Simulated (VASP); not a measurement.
Na2ZrS2:

```
Na Zr S
1.0
    -2.47618    2.47618    4.04035
     2.47618   -2.47618    4.04035
     2.47618    2.47618   -4.04035
Na Zr S
2 1 2
Cartesian
  0.0000 0.0000 2.8830
  0.0000 0.0000 5.1977
  0.0000 0.0000 0.0000
  0.0000 2.4762 2.0202
  2.4762 0.0000 2.0202
```

The cell was built by a generator and needn't be a form met in nature.

| Property | Result |
| --- | --- |
| Program | VASP 6.6.1 |
| Task | relaxation of cell and atoms |
| Functional | PBE |
| Potentials or basis | VASP PAW PBE potentials, release 64 (Na_pv, Zr_sv, S) |
| Cutoff | 600 eV |
| k mesh | 6 × 6 × 6 |
| Occupations | fermi-dirac, width 0.05 eV |
| Spin | no spin polarisation |

At the start: pressure -1.2 GPa; volume 19.82 Å³/atom.

How do energy, volume and symmetry change on relaxing?

Over 7 steps the energy falls by 5.7 meV/atom and the volume is 19.40 Å³/atom (-2.1 %); space group I4/mmm (No. 139, to 0.05 Å).

The path:
| step | energy change (eV) | largest force (eV/Å) | pressure (GPa) | volume (Å³) |
| --- | --- | --- | --- | --- |
| 1 | 0.0000 | 0.0487 | -1.15 | 99.09 |
| 2 | -0.0267 | 0.1054 | 0.06 | 97.05 |
| 3 | -0.0268 | 0.1095 | 0.16 | 96.91 |
| 4 | -0.0279 | 0.0554 | 0.01 | 97.13 |
| 5 | -0.0281 | 0.0205 | -0.11 | 97.27 |
| 6 | -0.0282 | 0.0071 | -0.03 | 97.09 |
| 7 | -0.0283 | 0.0004 | 0.00 | 97.00 |

Final structure:
```
Na Zr S
1.0
    -2.43767    2.43767    4.08093
     2.43767   -2.43767    4.08093
     2.43767    2.43767   -4.08093
Na Zr S
2 1 2
Direct
  0.35858 0.35858 0.00000
  0.64142 0.64142 0.00000
  0.00000 0.00000 0.00000
  0.75000 0.25000 0.50000
  0.25000 0.75000 0.50000
```
